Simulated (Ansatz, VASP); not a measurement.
# ZnSe in two plane-wave programs, part 2 of 2

One calculation is typed for both programs; each brings its own data sets. How far apart do they land? The cell is taken from a series of runs on this material, whose earlier steps may have relaxed, scaled, displaced or heated it; both programs get it as it stands.

VASP 6.6.1 and Ansatz 0.2.0.

So far. Step 2 (VASP: single point, HSE06): The run ends at a pressure of 7.27 GPa.

## Step 3: Ansatz: single point, HSE06

Level of this step: Ansatz beside VASP: Kohn-Sham DFT, plane waves, HSE06 (Ansatz).

Ansatz runs on its PAW soft_1 files.

The same cell, functional, mesh and smearing now go to Ansatz.

The input, input.yaml:

```yaml
crystal:
  lattice:
    - [0.0, 2.7591453465, 2.7591453465]
    - [2.7591453465, 0.0, 2.7591453465]
    - [2.7591453465, 2.7591453465, 0.0]
  atoms:
    - { symbol: Se, position: [0.75, 0.75, 0.75] }
    - { symbol: Zn, position: [0.0, 0.0, 0.0] }
kpoints:
  mp_grid: { grid: [6, 6, 6] }
scf:
  occupations: { method: fermi_dirac, width: 0.02 }
hamiltonian:
  xc: hse06
  pseudopotentials: { kind: paw, azcp: { folder: soft_1 } }
basis:
  ecutwfc: 600
output:
  forces: true
  stress: true
```

Command:

```sh
$ ansatz run input.yaml --threads 8 --pin off --max-ram 18432MiB --backend cpu --events-out ev --progress --plain --runs-dir out
```

Numbers of over 12 decimals in the logs are rounded to 6 here.

What it wrote:

```text
Warning: output.stress: scf.convergence.dr2_threshold = 1e-7 eV (the SCF's general default) is looser than the 2e-10 eV advised for a printed stress (1e-10 eV for each atom of the cell: 2). What an SCF threshold leaves in a stress goes as its square root, and in the free energy as the threshold itself, and one threshold admits the most on a small cell: [figures from the program's tests cut] Set scf.convergence.dr2_threshold to 2e-10 eV or tighter. The threshold is an SCF's pass mark: one that does not reach it within its budget of iterations ends unconverged, or closes short of it on a stop that the run arms, and scf.convergence.dr2_threshold's page says what that costs each kind of run
Warning: output.stress: scf.exx.energy_threshold = 1e-6 eV is looser than the 2e-8 eV advised for a stress under a hybrid functional (1e-8 eV for each atom of the cell: 2). Every SCF of the exchange loop can meet its threshold on dr2 while the loop round them stops early: no threshold on dr2 bounds what that leaves in the stress. Set scf.exx.energy_threshold to 2e-8 eV or tighter. The threshold is the loop's pass mark: a loop that does not reach it within its budget of cycles ends unconverged, and scf.exx.energy_threshold's page has the law
Engine: ansatz 0.2.0, aarch64-unknown-linux-gnu
Pseudopotentials: kind: paw
Pseudopotential: Se, paw, valence charge 16, recommended cutoff 420 eV (normal), soft_1/Se.paw.azcp
Pseudopotential: Zn, paw, valence charge 12, recommended cutoff 420 eV (normal), soft_1/Zn.paw.azcp
Functional definition: HSE06
  parameter a = 0.25
  parameter omega = 0.11/bohr
  exchange = pbe_x - a*pbe_x_sr(omega) + a*exact_x_sr(omega)
  correlation = pbe_c
Crystal: 2 atoms, lattice volume = 42.010 Å³
Basis set: ecut = 600 eV, 1411 PW (Γ), exchange–correlation on 64×64×64 points (8 copies of the dense FFT grid, shifted against one another)
Bands: 18, of which v1, the nominal top of the filled ones, is band 14 counted from 1 (13 counted from 0)
Symmetry: 24 space group operations
Space group: F-43m (ITA 216), of the structure as read, at distance tolerance 3.5e-5 Å
k-points: 16 of 216 (time reversal used)
Non-local potential: Se, projectors of the file, l = 0: 2, l = 1: 2, l = 2: 3, l = 3: 1
Non-local potential: Zn, projectors of the file, l = 0: 2, l = 1: 2, l = 2: 3, l = 3: 1
PAW form: soft (Blöchl's): semilocal exchange-correlation on the pseudo side does not see the compensation charge
PAW frozen core: Se, regenerated for the run's functional, and the local potential with it (the file was generated under x = pbe(κ = 0.804, μ = 0.219515), c = pbe(β = 0.066725))
PAW frozen core: Zn, regenerated for the run's functional, and the local potential with it (the file was generated under x = pbe(κ = 0.804, μ = 0.219515), c = pbe(β = 0.066725))
PAW one-centre angular grid: Se, 590 points (default); XC on 64 Gauss nodes
PAW one-centre angular grid: Zn, 590 points (default); XC on 64 Gauss nodes
Initial density: superposition of atomic densities (chi_scale 0.1, normalization cell, long waves kept (reshape's long-wave potential 0.00 eV rms))
Initial wavefunctions: pseudopotential atomic-orbital guess
Functional: x = pbe(κ = 0.804, μ = 0.219515), c = pbe(β = 0.066725), warm-up for x = pbe(κ = 0.804, μ = 0.219515) + 0.25 (exact − pbe) at short range (hse, ω = 0.207870 Å⁻¹), c = pbe(β = 0.066725); HSE06 as pw.x's `hse` composes it (authors' and Libxc's form: `xc: wpbeh`)
SCF iter   1: F=—  HF=-8789.724246 eV  |F-HF|=—  |Δ(HF+E_count)|=         —  Δρ=6.80e-2  dr2=1.14e0  ethr=1.00e-1  ⟨swp⟩=7.1  Hψ=966  notcnv=0
preconditioner: auto → none  [insulator: Δε(μ)=1.551 eV  Ē_g=13.209 eV  σ=0.020 eV  W_gap=1.00  n_scr=14 (ndim 8)  ℏωp=24.3 eV  f_vac=0.029  D(μ)=0.00/eV (n_scr^D=0)]
SCF iter   2: F=—  HF=-8789.537455 eV  |F-HF|=—  |Δ(HF+E_count)|=   1.87e-1  Δρ=3.01e-2  dr2=2.37e-1  ethr=4.06e-3  ⟨swp⟩=4.3  Hψ=927  notcnv=0
SCF iter   3: F=—  HF=-8789.432502 eV  |F-HF|=—  |Δ(HF+E_count)|=   1.05e-1  Δρ=1.28e-2  dr2=3.74e-2  ethr=8.46e-4  ⟨swp⟩=4.0  Hψ=811  notcnv=0
iter 4 solved again at ethr=6.74e-6 eV; its pass at ethr=1.34e-4 eV (dr2=1.89e-3 eV) is discarded
SCF iter   4: F=—  HF=-8789.427554 eV  |F-HF|=—  |Δ(HF+E_count)|=   4.95e-3  Δρ=2.77e-3  dr2=1.83e-3  ethr=6.74e-6  ⟨swp⟩=4.4  Hψ=1481  notcnv=0  defer=1
SCF iter   5: F=—  HF=-8789.428336 eV  |F-HF|=—  |Δ(HF+E_count)|=   7.82e-4  Δρ=1.09e-3  dr2=3.71e-4  ethr=6.53e-6  ⟨swp⟩=3.1  Hψ=772  notcnv=0
SCF iter   6: F=-8789.428378 eV  HF=-8789.428382 eV  |F-HF|=3.37e-6  |Δ(HF+E_count)|=   4.52e-5  Δρ=1.79e-4  dr2=7.41e-6  ethr=1.32e-6  ⟨swp⟩=3.1  Hψ=684  notcnv=0
SCF 1 stopped early in 6 iterations: F = -8789.428378 eV  dr2 = 7.41e-6
  greatest PAW one-centre occupation: 1.000 electrons in one spin orbital (limit 2), on the Se atom at site 0 (counted from 0), in its partial waves of l = 2
Initial density: handed on by an earlier stage of this run
Initial wavefunctions: those handed on with the density
Functional: x = pbe(κ = 0.804, μ = 0.219515) + 0.25 (exact − pbe) at short range (hse, ω = 0.207870 Å⁻¹), c = pbe(β = 0.066725); HSE06 as pw.x's `hse` composes it (authors' and Libxc's form: `xc: wpbeh`)
Exchange kernel: α = 0.2500, screened, ω = 0.2079 Å⁻¹, Wigner–Seitz truncation, v(0) = 1046.5069 eV·Å³, q-mesh 6×6×6, nearest image of the exchange supercell L = 23.41 Å, pair-density grid 18×18×18, without the augmentation charges, whose exchange is taken in its separable form by FFT convolution over the k-point mesh (sized by the pseudopotential files, 27×27×27 at the most), smooth part of the exact exchange by density-matrix convolution
Frozen-core exchange: fock
SCF iter   1: F=—  HF=-8791.135008 eV  |F-HF|=—  |Δ(HF+E_count)|=         —  Δρ=2.26e-2  dr2=1.09e-1  ethr=2.65e-7  ⟨swp⟩=9.0  Hψ=1624  notcnv=0
preconditioner: auto → none  [insulator: Δε(μ)=2.740 eV  Ē_g=14.892 eV  σ=0.020 eV  W_gap=1.00  n_scr=14 (ndim 8)  ℏωp=24.3 eV  f_vac=0.096  D(μ)=0.00/eV (n_scr^D=0)]
SCF iter   2: F=—  HF=-8791.099187 eV  |F-HF|=—  |Δ(HF+E_count)|=   3.58e-2  Δρ=5.40e-3  dr2=6.73e-3  ethr=2.65e-7  ⟨swp⟩=5.1  Hψ=1241  notcnv=0
SCF iter   3: F=—  HF=-8791.109951 eV  |F-HF|=—  |Δ(HF+E_count)|=   1.08e-2  Δρ=4.22e-3  dr2=3.36e-3  ethr=2.65e-7  ⟨swp⟩=5.0  Hψ=1189  notcnv=0
SCF iter   4: F=—  HF=-8791.109316 eV  |F-HF|=—  |Δ(HF+E_count)|=   6.36e-4  Δρ=8.73e-4  dr2=1.67e-4  ethr=2.65e-7  ⟨swp⟩=5.0  Hψ=978  notcnv=0
SCF iter   5: F=—  HF=-8791.109536 eV  |F-HF|=—  |Δ(HF+E_count)|=   2.21e-4  Δρ=1.58e-4  dr2=2.68e-5  ethr=2.65e-7  ⟨swp⟩=4.0  Hψ=701  notcnv=0
SCF iter   6: F=-8791.109529 eV  HF=-8791.109530 eV  |F-HF|=1.39e-6  |Δ(HF+E_count)|=   5.95e-6  Δρ=6.98e-5  dr2=1.62e-6  ethr=6.05e-8  ⟨swp⟩=3.4  Hψ=579  notcnv=0
SCF 2 stopped early in 6 iterations: F = -8791.109529 eV  dr2 = 1.62e-6
hybrid outer 1: dexx = +1.176e-2 eV, tail = 6.57e-5 eV
Exchange kernel: α = 0.2500, screened, ω = 0.2079 Å⁻¹, Wigner–Seitz truncation, v(0) = 1046.5069 eV·Å³, q-mesh 6×6×6, nearest image of the exchange supercell L = 23.41 Å, pair-density grid 18×18×18, without the augmentation charges, whose exchange is taken in its separable form by FFT convolution over the k-point mesh (sized by the pseudopotential files, 27×27×27 at the most), smooth part of the exact exchange by density-matrix convolution
Frozen-core exchange: fock
SCF iter   1: F=—  HF=-8791.109129 eV  |F-HF|=—  |Δ(HF+E_count)|=         —  Δρ=1.50e-4  dr2=5.00e-6  ethr=1.17e-6  ⟨swp⟩=3.8  Hψ=652  notcnv=0
preconditioner: auto → none  [insulator: Δε(μ)=2.781 eV  Ē_g=14.613 eV  σ=0.020 eV  W_gap=1.00  n_scr=14 (ndim 8)  ℏωp=24.3 eV  f_vac=0.097  D(μ)=0.00/eV (n_scr^D=0)]
SCF iter   2: F=—  HF=-8791.109130 eV  |F-HF|=—  |Δ(HF+E_count)|=   4.27e-7  Δρ=4.95e-5  dr2=6.74e-7  ethr=1.60e-8  ⟨swp⟩=4.0  Hψ=942  notcnv=0
SCF iter   3: F=—  HF=-8791.109130 eV  |F-HF|=—  |Δ(HF+E_count)|=   7.09e-7  Δρ=2.27e-5  dr2=1.37e-7  ethr=1.95e-9  ⟨swp⟩=3.9  Hψ=616  notcnv=0  defer=1
SCF iter   4: F=—  HF=-8791.109130 eV  |F-HF|=—  |Δ(HF+E_count)|=   4.08e-8  Δρ=5.85e-6  dr2=7.57e-9  ethr=4.19e-10  ⟨swp⟩=3.1  Hψ=694  notcnv=0
SCF iter   5: F=-8791.109130 eV  HF=-8791.109130 eV  |F-HF|=2.46e-9  |Δ(HF+E_count)|=   6.95e-9  Δρ=3.72e-6  dr2=7.27e-9  ethr=1.41e-11  ⟨swp⟩=4.0  Hψ=901  notcnv=0
SCF 3 converged in 5 iterations: F = -8791.109130 eV  dr2 = 7.27e-9
  Residual-converged pass: ⟨swp⟩=2.8  Hψ=548  notcnv=0  max |occ|·‖R‖ = 2.4e-6 eV (tolerance 2.4e-6 eV)  dr2=7.25e-9  dr2_onsite=1.26e-9  max |Δocc| = 0.0e0
hybrid outer 2: dexx = +9.132e-7 eV, tail = 4.78e-8 eV, Δε = 6.68e-3 eV (about 2.82e-4 eV left of the loop's levels)
hybrid SCF converged: 2 outer / 11 inner (+6 warm-up), last move |dexx| = 9.13e-7 eV, tail = 4.78e-8 eV
Stability not checked: this state was not tested for a lower state beside it, because the functional holds exact exchange (a hybrid, or Hartree-Fock), whose exchange loop this test does not read (fock_operator; see scf.lower_state_search)
Free energy (F): -8791.109130 eV
Frozen-core exchange: fock
Harris-Foulkes:  -8791.109130 eV  (|F-HF|=2.46e-9)
Internal energy: -8791.109130 eV  (E = F + TS)
E sigma→0 (E₀):  -8791.109130 eV
Fermi energy:    8.411478 eV
--- Per-component energies (eV) ---
  E_band       = -437.457127
  E_kinetic    = 258.881712
  E_local      = -4730.952693  (includes V_loc(G=0)·N_el)
  E_nonlocal   = 472.399348
  E_hartree    = 2200.186247
  E_xc         = -132.421890
  E_vxc        = -114.560323  (∫ρ·V_xc dr)
  E_exx        = -110.362978  (= α·E_x^exact, valence–valence)
  E_paw        = -3953.844738  (= ΣΔE_a)
  E_vpaw       = -502.869072  (= ΣTr[D̂ρ^β])
  E_aug_tail   = 0.000011  (compensation charges beyond the density's cutoff)
  E_ewald      = -2794.563847
  E_core_change = -0.430302  (= ΣΔE_core)
  E_smearing   = -0.000000  (= −TS)
  E_closure    = 0.000000  (closes the sum)
  Σ components = -8791.109130   (vs F -8791.109130, Δ=0.00e0)
--- Forces (eV/Å), atoms counted from 1 ---
  atom   1  Se     0.00000000     0.00000000     0.00000000
  atom   2  Zn    -0.00000000     0.00000000     0.00000000
  max |Σ_I F_I| component: 2.28e-16 eV/Å
--- Stress (GPa, compression-positive) ---
        7.528090       0.000000      -0.000000
        0.000000       7.528090       0.000000
       -0.000000       0.000000       7.528090
  P = ⅓ Tr σ = 7.5281 GPa (75.281 kbar)
--- Band table (eV; the first three rows and the last of 16) ---
  k-point 0: bands = [... 10 lower, -1.1258, 7.0095, 7.0095, 7.0095, 9.7915]
  k-point 1: bands = [... 10 lower, -1.1281, 4.9337, 6.7045, 6.7045, 10.9866]
  k-point 2: bands = [... 10 lower, -1.1205, 2.2674, 6.1900, 6.1900, 10.9957]
  k-point 15: bands = [... 10 lower, -0.7396, 1.5838, 3.8130, 3.9451, 12.3516]
  guard bands above this table: 3 of the run's 18 bands. The solve was not asked for them (output.publish_guard_bands: true or output.eigenvalues: true publishes all)
```

The run ends at a pressure of 7.53 GPa.

## Step 4: Comparison

Known differences besides the potentials themselves: exact exchange at q = 0 is treated differently, which shows on coarse meshes; VASP keeps PBE cores, Ansatz makes them for the functional; the data sets hold 28 valence electrons in Ansatz (on its PAW soft_1 files) and 18 in VASP; the cutoff is 600 eV in Ansatz and 400 eV in VASP; VASP takes a coarser grid for exact exchange (PRECFOCK = Fast). Total energies have different zeros and are not compared.

Both answers:

```csv
quantity,Ansatz,VASP,difference
pressure (GPa),7.53,7.27,+0.26
gap on the k mesh (eV),2.782,2.775,+0.007
```

A gap on the mesh is an upper bound, since the band edges may lie between its points.

## Step 5: What came out

```json
{
 "difference in gap on the k mesh (single point, HSE06)": "0.0069 eV"
}
```

In words: The difference in gap on the k mesh is 0.0069 eV (single point, HSE06), within the 0.08 eV picked in this series as the mark of a large difference. The data sets hold unlike numbers of valence electrons (28 in Ansatz and 18 in VASP), so part of the differences comes from the potentials. How closely two codes agree says nothing of how well the functional describes the real material.

[Lines on the potential files, build, host, timing and source positions are cut from VASP's logs without a mark.]

[Logs are printed without paths, hosts, clocks, repeated set-up lines and the standing remarks that a program may print on its own settings, such as how far it seeks lower states.]

[Hosts, paths, dates, database ids (printed as entryN), source tags and the programs' standing remarks are cut or masked in the printed files.]
